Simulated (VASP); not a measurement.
Here is the system:

```
CELL_PARAMETERS angstrom
     -3.32257     3.32257     3.02400
      3.32257    -3.32257     3.02400
      3.32257     3.32257    -3.02400
ATOMIC_POSITIONS crystal
  Hf 0.00083 0.99329 0.00056
  Hf 0.74381 0.24146 0.48766
  Si 0.23584 0.74579 0.49611
  Si 0.49685 0.48787 0.00187
  O  0.13979 0.32297 0.82513
  O  0.06957 0.76218 0.67516
  O  0.48940 0.30708 0.18201
  O  0.08641 0.38834 0.31988
  O  0.62128 0.93507 0.67590
  O  0.67907 0.86519 0.18643
  O  0.24722 0.93805 0.32511
  O  0.68993 0.51271 0.82418
```

All values below come from LDA (Ceperley-Alder, Perdew-Zunger), VASP's LDA PAW potentials (set 64) (plane waves; VASP 6.6.1). Numerical set-up: EDIFF = 1E-03, 400 eV cut-off, 6×6×6 Γ-centred mesh, Gaussian smearing of 0.050 eV, potentials Hf_pv Si O.

At this cut-off the stress carries a Pulay error, which pulls relaxed volumes low.

The ions are relaxed. Predict the relaxed structure.

```
CELL_PARAMETERS angstrom
     -3.32257     3.32257     3.02400
      3.32257    -3.32257     3.02400
      3.32257     3.32257    -3.02400
ATOMIC_POSITIONS crystal
  Hf 0.99994 0.00001 0.00001
  Hf 0.74995 0.24994 0.49995
  Si 0.24987 0.75006 0.50004
  Si 0.50011 0.50001 0.99995
  O  0.13375 0.31730 0.81695
  O  0.06612 0.74996 0.68268
  O  0.50034 0.31634 0.18264
  O  0.06739 0.38382 0.31688
  O  0.61619 0.93336 0.68391
  O  0.68329 0.86622 0.18358
  O  0.25000 0.93307 0.31681
  O  0.68305 0.49992 0.81660
```
Space group I4_1/amd (141), at a tolerance of 0.03 Å.

How much energy does the relaxation gain?

The energy (σ→0) changes by -37.8 meV/atom, in 20 ionic steps.

| step | E(σ→0) (eV) | max force (eV/Å) | pressure (GPa) | volume (Å³) |
|---|---|---|---|---|
| 1 | -118.4208 | 4.036 | -17.97 | 133.53 |
| 2 | -117.8349 | 7.974 | -17.53 | 133.53 |
| 3 | -118.7376 | 0.942 | -19.29 | 133.53 |
| 4 | -118.8215 | 1.092 | -19.58 | 133.53 |
| 5 | -118.8228 | 0.931 | -19.56 | 133.53 |
| 6 | -118.8509 | 0.695 | -19.45 | 133.53 |
| 7 | -118.8565 | 0.409 | -19.51 | 133.53 |
| 8 | -118.8652 | 0.535 | -19.55 | 133.53 |
| 9 | -118.8663 | 0.378 | -19.55 | 133.53 |
| 10 | -118.8713 | 0.178 | -19.55 | 133.53 |
| 11 | -118.8712 | 0.163 | -19.58 | 133.53 |
| 12 | -118.8731 | 0.107 | -19.53 | 133.53 |
| 13 | -118.8730 | 0.105 | -19.54 | 133.53 |
| 14 | -118.8741 | 0.075 | -19.53 | 133.53 |
| 15 | -118.8741 | 0.096 | -19.53 | 133.53 |
| 16 | -118.8745 | 0.069 | -19.52 | 133.53 |
| 17 | -118.8745 | 0.039 | -19.55 | 133.53 |
| 18 | -118.8747 | 0.035 | -19.54 | 133.53 |
| 19 | -118.8747 | 0.038 | -19.55 | 133.53 |
| 20 | -118.8748 | 0.020 | -19.54 | 133.53 |

The structure comes from a computed database's HfSiO4 entry; how it stands against other phases isn't given here. In the starting cell atoms are displaced from their ideal sites. This run relaxes the ions in a fixed cell. The run is one of a series of settings (EDIFF = 1E-03, EDIFFG = -0.03, IBRION = 2, NSW = 50 against the base run), some of them coarse on purpose.
